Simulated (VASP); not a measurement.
Consider the following.

```yaml
crystal:
  lattice:
    - [0.00000, 3.04239, 3.04239]
    - [3.04239, 0.00000, 3.04239]
    - [3.04239, 3.04239, 0.00000]
  atoms:
    - { symbol: K, position: [0.00000, 0.00000, 0.00000] }
    - { symbol: Cl, position: [0.50000, 0.50000, 0.50000] }
```

These are LDA (Ceperley-Alder, Perdew-Zunger), VASP's LDA PAW potentials (set 64) (plane waves; VASP) values and carry that method's errors. Settings: 520 eV cut-off, 8×8×8 Γ-centred mesh, tetrahedra with Blöchl corrections, potentials K_sv Cl.

Question: Predict the energy per atom (σ→0), band gap (on the k-mesh) with the smallest direct gap where there is one.

Answer: 
```
Item                                         Result
-----------------------------------  --------------
band gap (on the k-mesh)                    5.10 eV
smallest direct gap (on the k-mesh)         5.10 eV
energy per atom (σ→0)                -3.704 eV/atom
```

Total energies compare only between runs with the same potentials, cut-off and functional.

The compound is KCl in the rock salt structure. It was relaxed first, which changed the volume by -9 %.
